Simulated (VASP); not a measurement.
Here is the system:

```
CELL_PARAMETERS angstrom
      2.89854     0.00000     0.00000
      0.00000     2.89854     0.00000
      0.00000     0.00000     2.89854
ATOMIC_POSITIONS crystal
  Zr 0.00000 0.00000 0.00000
```

These are r2SCAN meta-GGA, VASP's PBE PAW potentials (set 64) (plane waves; VASP 6.6.1) values and carry that method's errors. Run with 400 eV cut-off, 14×14×14 Γ-centred mesh, tetrahedra with Blöchl corrections, potentials Zr_sv.

Problem. Give the energies of bands 5 to 9 at the high-symmetry points, in eV from the Fermi level.

Solution. 
```tsv
band	Γ	X	M	R
5	-5.40	-2.10	-3.23	-1.54
6	-1.87	-0.96	-0.30	-1.54
7	-1.87	0.22	3.52	-1.54
8	6.01	2.83	3.52	6.71
9	6.01	2.83	5.24	8.12
```

It has no gap at this level: it comes out as a metal or semimetal.

The structure was generated: Zr was put into the simple-cubic type (Pm-3m), which need not be its known phase. It was relaxed first, which changed the volume by -6 %.
